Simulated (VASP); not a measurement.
VASP input:

**POSCAR**
```
InSb
1
    4.6215842203     0.0000000000     0.0000000000
   -2.3107921102     4.0024095947     0.0000000000
    0.0000000000     0.0000000000     7.6131627964
In Sb
2 2
Direct
  0.3333330000   0.6666670000   0.0005834043
  0.6666670000   0.3333330000   0.5005834043
  0.3333330000   0.6666670000   0.3744165957
  0.6666670000   0.3333330000   0.8744165957
```

File KPOINTS:
```
K-points
0
gamma
6 6 3
0 0 0
```

### INCAR
```
SYSTEM=InSb
PREC=Accurate; ENCUT=400; LREAL=.FALSE.
LASPH=.TRUE.
EDIFF=1E-6; NELM=100; ALGO=Normal
LMAXMIX=4; LMIXTAU=.TRUE.
ISMEAR=0; SIGMA=0.05
METAGGA=R2SCAN
IBRION=2; NSW=60; ISIF=3
EDIFFG=-0.01
LWAVE=.FALSE.; LCHARG=.FALSE.
```

POTCAR, in this order: In_d Sb (PBE.64 set). Program: vasp_std.

Q: Write an equivalent input for Ansatz.

A: One equivalent input (not run):
Ansatz 0.2 input:
```yaml
crystal:
  lattice:
    - [4.6215842, 0.0000000, 0.0000000]
    - [-2.3107921, 4.0024096, 0.0000000]
    - [0.0000000, 0.0000000, 7.6131628]
  atoms:
    - { symbol: In, position: [0.3333330, 0.6666670, 0.0005834] }
    - { symbol: In, position: [0.6666670, 0.3333330, 0.5005834] }
    - { symbol: Sb, position: [0.3333330, 0.6666670, 0.3744166] }
    - { symbol: Sb, position: [0.6666670, 0.3333330, 0.8744166] }
kpoints:
  mp_grid: { grid: [6, 6, 3] }
hamiltonian:
  xc: r2scan
  pseudopotentials: { kind: paw }
scf:
  occupations: { method: gaussian, width: 0.05 }
  max_iter: 100
relax:
  max_steps: 60
  f_tol: 0.01
  cell: {}
output: { forces: true, stress: true, eigenvalues: true }
```
The two are equivalent in intent, not identical: each code has its own PAW files, so the cut-off isn't converted (ENCUT is set for VASP's; basis.ecutwfc is left out, and Ansatz then takes the one that its files recommend); Ansatz stops its SCF on the density residual and VASP on the energy change (EDIFF).

The structure was generated: InSb was put into the wurtzite type (P6_3mc), which need not be its known phase. It was relaxed first. The start is the result of an earlier pass.
